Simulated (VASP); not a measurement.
# GaP: what each functional gives for the gap

Aim: the gap of GaP on one structure at many levels of theory. The starting structure is a measured crystal structure from the Crystallography Open Database. Cell and atoms stay as given. Meshes and data sets differ where the inputs say so.

Method: Kohn-Sham DFT with plane waves and PAW; 9 levels of theory, named at each step, in VASP 6.6.1.

## 1. The starting structure

The structure is cubic, space group F-43m (No. 216). The conventional cell has a = 5.451 Å, b = 5.451 Å, c = 5.451 Å, α = 90.00°, β = 90.00°, γ = 90.00°. Nearest to Ga lie 4 P at 2.36 Å. Nearest to P lie 4 Ga at 2.36 Å. Farther neighbours are not listed.

## 2. Bands with LDA

LDA, the lowest rung, knows the local density alone.

The input, INCAR:

```
SYSTEM = GaP
PREC = Accurate
ENCUT = 350
EDIFF = 1E-06
NELM = 100
ISMEAR = 0
SIGMA = 0.03
LREAL = .FALSE.
ALGO = Normal
GGA = CA
NBANDS = 21
LORBIT = 11
LWAVE = .FALSE.
LCHARG = .FALSE.
KPAR = 4
LASPH = .TRUE.
```

The input, POSCAR:

```
GaP
1.0
    0.0000000000      2.7252500000      2.7252500000
    2.7252500000      0.0000000000      2.7252500000
    2.7252500000      2.7252500000      0.0000000000
Ga P
1 1
Direct
    0.0000000000      0.0000000000      0.0000000000
    0.7500000000      0.7500000000      0.7500000000
```

The input, KPOINTS:

```
Automatic mesh
0
Gamma
8 8 8
0 0 0
```

The input, KPOINTS_OPT:

```
Line mode
10
Line-mode
Reciprocal
  0.00000000   0.00000000   0.00000000 GAMMA
  0.50000000   0.00000000   0.50000000 X

  0.50000000   0.00000000   0.50000000 X
  0.50000000   0.25000000   0.75000000 W

  0.50000000   0.25000000   0.75000000 W
  0.37500000   0.37500000   0.75000000 K

  0.37500000   0.37500000   0.75000000 K
  0.00000000   0.00000000   0.00000000 GAMMA

  0.00000000   0.00000000   0.00000000 GAMMA
  0.50000000   0.50000000   0.50000000 L

  0.50000000   0.50000000   0.50000000 L
  0.62500000   0.25000000   0.62500000 U

  0.62500000   0.25000000   0.62500000 U
  0.50000000   0.25000000   0.75000000 W

  0.50000000   0.25000000   0.75000000 W
  0.50000000   0.50000000   0.50000000 L

  0.50000000   0.50000000   0.50000000 L
  0.37500000   0.37500000   0.75000000 K

  0.62500000   0.25000000   0.62500000 U
  0.50000000   0.00000000   0.50000000 X
```

Potentials, in the order of the species: Ga_d and P (LDA family, release 64).

Command:

```console
$ mpirun -np 4 vasp_std
```

The program printed:

```text
[banner, memory and clock lines left out]
running    4 mpi-ranks, on    1 nodes
 distrk:  each k-point on    1 cores,    4 groups
 distr:  one band on    1 cores,    1 groups

 POSCAR found type information on POSCAR GaP
 POSCAR found :  2 types and       2 ions
 LDA part: xc-table for (Slater(with rela. corr.)+CA(PZ))
 , standard interpolation
 POSCAR, INCAR and KPOINTS ok, starting setup
 FFT: planning ... GRIDC
 FFT: planning ... GRID_SOFT
 FFT: planning ... GRID
 WAVECAR not read
 entering main loop
       N       E                     dE             d eps       ncg     rms          rms(c)
DAV:   1     0.891329863768E+02    0.89133E+02   -0.67852E+03  1366   0.982E+02
DAV:   2    -0.195010394535E+01   -0.91083E+02   -0.84764E+02  1315   0.269E+02
DAV:   3    -0.106104447361E+02   -0.86603E+01   -0.85863E+01  1446   0.588E+01
DAV:   4    -0.107570654069E+02   -0.14662E+00   -0.14653E+00  1449   0.808E+00
DAV:   5    -0.107588560150E+02   -0.17906E-02   -0.17905E-02  1424   0.889E-01    0.431E+00
DAV:   6    -0.104918132358E+02    0.26704E+00   -0.23712E-01  1847   0.766E+00    0.278E+00
DAV:   7    -0.104449723857E+02    0.46841E-01   -0.62301E-02  1516   0.145E+00    0.102E+00
DAV:   8    -0.104402341055E+02    0.47383E-02   -0.95292E-03  1417   0.837E-01    0.216E-01
DAV:   9    -0.104401830709E+02    0.51035E-04   -0.89495E-04  1755   0.294E-01    0.629E-02
DAV:  10    -0.104401820413E+02    0.10296E-05   -0.43848E-05  1766   0.665E-02    0.293E-02
DAV:  11    -0.104401880452E+02   -0.60039E-05   -0.93208E-06  1432   0.331E-02    0.943E-03
DAV:  12    -0.104401878381E+02    0.20707E-06   -0.33074E-07   958   0.435E-03
   1 F= -.10440188E+02 E0= -.10440188E+02  d E =-.449400E-15
 Start KPOINTS_OPT (optional k-point list driver)
k-point batch [1-29\100]
       N       E                     dE             ncg
DAV:   1    -0.234821815259E+03   -0.13322E+05     1393
DAV:   2    -0.286160054792E+04   -0.26268E+04     1308
DAV:   3    -0.311322390179E+04   -0.25162E+03     1505
DAV:   4    -0.311743267939E+04   -0.42088E+01     1485
DAV:   5    -0.311748134418E+04   -0.48665E-01     1443
DAV:   6    -0.311748306561E+04   -0.17214E-02     1745
DAV:   7    -0.311748308186E+04   -0.16243E-04     1421
DAV:   8    -0.311748308234E+04   -0.48285E-06     1216
[...]
k-point batch [88-100\100]
       N       E                     dE             ncg
DAV:   1     0.801117367790E+04   -0.75086E+04      584
DAV:   2     0.674312974683E+04   -0.12680E+04      580
DAV:   3     0.662120463151E+04   -0.12193E+03      730
DAV:   4     0.661897471128E+04   -0.22299E+01      655
DAV:   5     0.661895124020E+04   -0.23471E-01      629
DAV:   6     0.661895040696E+04   -0.83324E-03      802
DAV:   7     0.661895040506E+04   -0.19025E-05      633
DAV:   8     0.661895040503E+04   -0.37227E-07      565
```

Run time: 9.4 s. Hardware: 4 MPI ranks of Intel Xeon Platinum 8259CL at 2.50GHz (Skylake/Cascade Lake), shared host; peak memory 0.53 GiB; 31 s of CPU time.

Lines that name or quote the potential files are left out of all logs, and their timing lines are given in words.

Parts of OUTCAR (step 2):

```text
ion  position               nearest neighbor table
   1  0.000  0.000  0.000-   2 2.36   2 2.36   2 2.36   2 2.36
   2  0.750  0.750  0.750-   1 2.36   1 2.36   1 2.36   1 2.36

  LATTYP: Found a face centered cubic cell.
 ALAT       =     5.4505000000

 Subroutine GETGRP returns: Found 24 space group operations
 (whereof 24 operations were pure point group operations)

The static configuration has the point symmetry T_d .

 Found     29 irreducible k-points:

   k-points           NKPTS =     29   k-points in BZ     NKDIM =     29   number of bands    NBANDS=     21

   dimension x,y,z NGX =    24 NGY =   24 NGZ =   24
   dimension x,y,z NGXF=    48 NGYF=   48 NGZF=   48

   ENCUT  =  350.0 eV  25.72 Ry    5.07 a.u.   5.88  5.88  5.88*2*pi/ulx,y,z

   NELECT =      18.0000    total number of electrons

 k-points in reciprocal lattice and weights: Automatic mesh
   0.00000000  0.00000000  0.00000000       0.002
   0.12500000  0.00000000  0.00000000       0.016
   0.25000000  0.00000000  0.00000000       0.016
   0.37500000  0.00000000  0.00000000       0.016
   0.50000000  0.00000000  0.00000000       0.008
   0.12500000  0.12500000  0.00000000       0.012
   0.25000000  0.12500000  0.00000000       0.047
   0.37500000  0.12500000  0.00000000       0.047
   0.50000000  0.12500000  0.00000000       0.047
[...]
-0.37500000  0.50000000  0.12500000       0.023
  -0.25000000  0.50000000  0.25000000       0.012

 average (electrostatic) potential at core
       1 -66.5520       2 -84.6284

 E-fermi :   4.6583

 k-point     1 :       0.0000    0.0000    0.0000
  band No.  band energies     occupation
    ...
      5     -10.0922      2.00000
      6      -8.0050      2.00000
      7       4.5049      2.00000
      8       4.5049      2.00000
      9       4.5049      2.00000
     10       6.1411      0.00000
     11       8.2974      0.00000
     12       8.2974      0.00000
     13       8.2974      0.00000
     14      12.9976      0.00000
    ...

 k-point     2 :       0.1250    0.0000    0.0000
  band No.  band energies     occupation
    ...
      5     -10.0921      2.00000
      6      -7.8027      2.00000
      7       2.8334      2.00000
      8       4.2710      2.00000
      9       4.2710      2.00000
     10       6.8030      0.00000
     11       8.6508      0.00000
     12       8.6508      0.00000
     13       8.8519      0.00000
     14      13.6411      0.00000
    ...

 k-point     3 :       0.2500    0.0000    0.0000
  band No.  band energies     occupation
    ...
      5     -10.0909      2.00000
      6      -7.2275      2.00000
      7       0.5746      2.00000
      8       3.8334      2.00000
      9       3.8334      2.00000
     10       6.5080      0.00000
     11       9.1606      0.00000
     12       9.1606      0.00000
     13      10.6945      0.00000
     14      13.4393      0.00000
    ...

  Total       -0.7129799     -0.7129799     -0.7129799      0.0000000      0.0000000      0.0000000
  in kB      -28.2188192    -28.2188192    -28.2188192      0.0000000      0.0000000      0.0000000
  external PRESSURE =     -28.2188192 kB  Pullay stress =       0.0000000 kB

  energy-cutoff  :      350.00
  volume of cell :       40.48
      direct lattice vectors                 reciprocal lattice vectors
     0.000000000  2.725250000  2.725250000    -0.183469406  0.183469406  0.183469406
     2.725250000  0.000000000  2.725250000     0.183469406 -0.183469406  0.183469406
     2.725250000  2.725250000  0.000000000     0.183469406  0.183469406 -0.183469406

 POSITION                                       TOTAL-FORCE (eV/Angst)
 -----------------------------------------------------------------------------------
      0.00000      0.00000      0.00000         0.000000      0.000000      0.000000
      4.08788      4.08788      4.08788        -0.000000     -0.000000     -0.000000
 -----------------------------------------------------------------------------------
    total drift:                               -0.000000     -0.000000     -0.000001

  FREE ENERGIE OF THE ION-ELECTRON SYSTEM (eV)
  ---------------------------------------------------
  free  energy   TOTEN  =       -10.4401878381 eV

  energy  without entropy=      -10.4401878381  energy(sigma->0) =      -10.44018784

 total charge
# of ion       s       p       d       tot
------------------------------------------
    1        0.875   0.859  10.009  11.744
    2        1.025   1.513   0.000   2.538
--------------------------------------------------
tot          1.900   2.373  10.009  14.282

[... 3 further parts left out ...]
```

Spin-orbit coupling is off here; it would split degenerate levels. At this level the cell is under a tension of 2.8 GPa, so at these settings it is away from equilibrium.

LDA gives a least gap of 1.445 eV, and a least direct gap of 1.636 eV.

## 3. Bands with PBE

PBE, the usual starting point, adds the gradient of the density.

Edit INCAR of step 2 so:

```diff
@@ -9,3 +9,3 @@
 ALGO = Normal
-GGA = CA
+GGA = PE
 NBANDS = 21
```

POSCAR is that of step 2.

KPOINTS is that of step 2.

KPOINTS_OPT is that of step 2.

Potentials, in the order of the species: Ga_d and P (PBE family, release 64).

Command:

```console
$ mpirun -np 4 vasp_std
```

The program printed:

```text
[banner, memory and clock lines left out]
running    4 mpi-ranks, on    1 nodes
[...]
LDA part: xc-table for (Slater+PW92), standard interpolation
 POSCAR, INCAR and KPOINTS ok, starting setup
[...]
entering main loop
       N       E                     dE             d eps       ncg     rms          rms(c)
DAV:   1     0.899220990579E+02    0.89922E+02   -0.67816E+03  1379   0.986E+02
DAV:   2    -0.581039419707E+00   -0.90503E+02   -0.84182E+02  1333   0.270E+02
DAV:   3    -0.923616140531E+01   -0.86551E+01   -0.85807E+01  1461   0.587E+01
DAV:   4    -0.938210565254E+01   -0.14594E+00   -0.14587E+00  1457   0.804E+00
[...]
DAV:  10    -0.911548492205E+01   -0.67368E-04   -0.86887E-05  1597   0.810E-02    0.392E-02
DAV:  11    -0.911555152523E+01   -0.66603E-04   -0.74824E-05  1303   0.542E-02    0.507E-03
DAV:  12    -0.911555153158E+01   -0.63510E-08   -0.16426E-06  1462   0.109E-02
   1 F= -.91155515E+01 E0= -.91155515E+01  d E =-.531877E-14
 Start KPOINTS_OPT (optional k-point list driver)
k-point batch [1-29\100]
       N       E                     dE             ncg
DAV:   1    -0.111591006273E+03   -0.13199E+05     1393
DAV:   2    -0.273546943079E+04   -0.26239E+04     1303
DAV:   3    -0.298413965456E+04   -0.24867E+03     1516
DAV:   4    -0.298820577353E+04   -0.40661E+01     1498
DAV:   5    -0.298825249837E+04   -0.46725E-01     1444
DAV:   6    -0.298825413704E+04   -0.16387E-02     1767
DAV:   7    -0.298825414983E+04   -0.12783E-04     1390
DAV:   8    -0.298825415027E+04   -0.44556E-06     1221
[...]
k-point batch [88-100\100]
       N       E                     dE             ncg
DAV:   1     0.806501243449E+04   -0.74548E+04      584
DAV:   2     0.679965373547E+04   -0.12654E+04      567
DAV:   3     0.667909774103E+04   -0.12056E+03      733
DAV:   4     0.667698368587E+04   -0.21141E+01      655
DAV:   5     0.667696220064E+04   -0.21485E-01      637
DAV:   6     0.667696143511E+04   -0.76552E-03      791
DAV:   7     0.667696143044E+04   -0.46758E-05      628
DAV:   8     0.667696143020E+04   -0.23695E-06      545
```

The job ended after 9.8 s (4 MPI ranks; peak memory 0.57 GiB; 33 s of CPU time).

From OUTCAR (step 3):

```text
  Total        0.5783958      0.5783958      0.5783958      0.0000000      0.0000000     -0.0000000
  in kB       22.8921559     22.8921559     22.8921559      0.0000000      0.0000000     -0.0000000
  external PRESSURE =      22.8921559 kB  Pullay stress =       0.0000000 kB

 POSITION                                       TOTAL-FORCE (eV/Angst)
 -----------------------------------------------------------------------------------
      0.00000      0.00000      0.00000         0.000000      0.000000      0.000000
      4.08788      4.08788      4.08788        -0.000000     -0.000000     -0.000000
 -----------------------------------------------------------------------------------
    total drift:                               -0.000004     -0.000004     -0.000004

  FREE ENERGIE OF THE ION-ELECTRON SYSTEM (eV)
  ---------------------------------------------------
  free  energy   TOTEN  =        -9.1155515316 eV

  energy  without entropy=       -9.1155515316  energy(sigma->0) =       -9.11555153

[... 2 parts as in an earlier step ...]

[... 1 further part left out ...]
[key lines of the parts left out:]
E-fermi :   4.7981
```

PBE gives a least gap of 1.598 eV, and a least direct gap of 1.826 eV. The least gap is +0.153 eV from that of LDA.

## 4. Bands with r2SCAN

r2SCAN adds the kinetic-energy density, costs more than a GGA and is run with LASPH.

Edit INCAR of step 3 so:

```diff
@@ -9,3 +9,4 @@
 ALGO = Normal
-GGA = PE
+METAGGA = R2SCAN
+LASPH = .TRUE.
 NBANDS = 21
@@ -15,2 +16 @@
 KPAR = 4
-LASPH = .TRUE.
```

POSCAR is that of step 3.

KPOINTS is that of step 3.

KPOINTS_OPT is that of step 3.

Command:

```console
$ mpirun -np 4 vasp_std
```

The program printed:

```text
[banner, memory and clock lines left out]
running    4 mpi-ranks, on    1 nodes
[...]
|                                                                             |
|               ----> ADVICE to this user running VASP <----                  |
|                                                                             |
|     You enforced a specific xc type in the INCAR file but a different       |
|     [... a line on the potential file left out ...]
|     I HOPE YOU KNOW WHAT YOU ARE DOING!                                     |
|                                                                             |

 LDA part: xc-table for (None), standard interpolation
 POSCAR, INCAR and KPOINTS ok, starting setup
[...]
entering main loop
       N       E                     dE             d eps       ncg     rms          rms(c)
DAV:   1     0.786590623711E+02    0.78659E+02   -0.69600E+03  1358   0.101E+03
DAV:   2    -0.147607025036E+02   -0.93420E+02   -0.87091E+02  1310   0.277E+02
[...]
DAV:  11    -0.214609771229E+02    0.59134E-05   -0.14662E-05  1338   0.232E-02    0.874E-03
DAV:  12    -0.214609768477E+02    0.27518E-06   -0.93248E-07  1284   0.654E-03
   1 F= -.21460977E+02 E0= -.21460977E+02  d E =-.397214E-31
 Start KPOINTS_OPT (optional k-point list driver)
k-point batch [1-29\100]
       N       E                     dE             ncg
DAV:   1    -0.292764180138E+03   -0.13380E+05     1388
DAV:   2    -0.299838208859E+04   -0.27056E+04     1287
DAV:   3    -0.325420391870E+04   -0.25582E+03     1534
DAV:   4    -0.325837813754E+04   -0.41742E+01     1493
DAV:   5    -0.325842477514E+04   -0.46638E-01     1443
DAV:   6    -0.325842637819E+04   -0.16030E-02     1747
DAV:   7    -0.325842639125E+04   -0.13066E-04     1377
DAV:   8    -0.325842639177E+04   -0.51822E-06     1192
[...]
k-point batch [88-100\100]
       N       E                     dE             ncg
DAV:   1     0.800299132048E+04   -0.75168E+04      576
DAV:   2     0.668136434951E+04   -0.13216E+04      577
DAV:   3     0.655675834341E+04   -0.12461E+03      683
DAV:   4     0.655445615321E+04   -0.23022E+01      663
DAV:   5     0.655443330558E+04   -0.22848E-01      634
DAV:   6     0.655443246456E+04   -0.84102E-03      806
DAV:   7     0.655443245627E+04   -0.82854E-05      639
DAV:   8     0.655443245606E+04   -0.21319E-06      580
```

Elapsed: 31 s, on 4 MPI ranks; peak memory 0.58 GiB; 1.8 min of CPU time.

OUTCAR, selected parts (step 4):

```text
  Total       -0.0114090     -0.0114090     -0.0114090      0.0000000      0.0000000      0.0000000
  in kB       -0.4515550     -0.4515550     -0.4515550      0.0000000      0.0000000      0.0000000
  external PRESSURE =      -0.4515550 kB  Pullay stress =       0.0000000 kB

 POSITION                                       TOTAL-FORCE (eV/Angst)
 -----------------------------------------------------------------------------------
      0.00000      0.00000      0.00000        -0.000000     -0.000000      0.000000
      4.08788      4.08788      4.08788         0.000000      0.000000     -0.000000
 -----------------------------------------------------------------------------------
    total drift:                                0.000043      0.000043      0.000041

  FREE ENERGIE OF THE ION-ELECTRON SYSTEM (eV)
  ---------------------------------------------------
  free  energy   TOTEN  =       -21.4609768477 eV

  energy  without entropy=      -21.4609768477  energy(sigma->0) =      -21.46097685

[... 2 parts as in an earlier step ...]

[... 1 further part left out ...]
[key lines of the parts left out:]
E-fermi :   4.6995
```

r2SCAN gives a least gap of 1.858 eV, and a least direct gap of 2.345 eV. The least gap is +0.413 eV from that of LDA.

(Continued in part 2 of 3.)

[Lines on the potential files, build, host, timing and source positions are cut from VASP's logs without a mark.]

[Logs are printed without paths, hosts, clocks, repeated set-up lines and the standing remarks that a program may print on its own settings, such as how far it seeks lower states.]

[Hosts, paths, dates, database ids (printed as entryN), source tags and the programs' standing remarks are cut or masked in the printed files.]
